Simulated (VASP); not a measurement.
Consider the following.

```yaml
crystal:
  lattice:
    - [0.00000, 1.42822, 1.42822]
    - [1.42822, 0.00000, 1.42822]
    - [1.42822, 1.42822, 0.00000]
  atoms:
    - { symbol: B, position: [0.00000, 0.00000, 0.00000] }
```

These are PBEsol GGA, VASP's PBE PAW potentials (set 64) (plane waves; VASP 6.6.1) values and carry that method's errors. Run with 520 eV cut-off, 24×24×24 Γ-centred mesh, tetrahedra with Blöchl corrections, potentials B.

Q: Tabulate the total density of states (states/eV per cell) against energy (eV; zero at the valence-band maximum or, without a gap, the Fermi level).

A: 
```csv
E (eV),DOS (states/eV)
-9.98,0.22
-9.74,0.22
-9.50,0.21
-9.26,0.20
-9.02,0.20
-8.90,0.20
-8.66,0.19
-8.42,0.19
-8.18,0.18
-7.94,0.18
-7.70,0.18
-7.46,0.18
-7.22,0.19
-6.98,0.17
-6.74,0.17
-6.62,0.16
-6.38,0.14
-6.14,0.13
-5.90,0.12
-5.66,0.11
-5.42,0.13
-5.18,0.16
-4.94,0.16
-4.70,0.16
-4.46,0.16
-4.34,0.18
-4.10,0.22
-3.86,0.27
-3.62,0.25
-3.38,0.25
-3.14,0.23
-2.90,0.23
-2.66,0.22
-2.42,0.20
-2.18,0.19
-2.06,0.19
-1.82,0.19
-1.58,0.18
-1.34,0.18
-1.10,0.18
-0.86,0.17
-0.62,0.17
-0.38,0.18
-0.14,0.23
0.10,0.20
0.22,0.19
0.46,0.19
0.70,0.19
0.94,0.19
1.18,0.18
1.42,0.19
1.66,0.20
1.90,0.24
2.14,0.27
2.38,0.26
2.50,0.26
2.74,0.26
2.98,0.26
3.22,0.26
3.46,0.26
```
Within 2 eV below the Fermi level the largest weight inside VASP's projection spheres is B p, then B s.

The structure was generated: B was put into the fcc type (Fm-3m), which need not be its known phase. It was relaxed first.
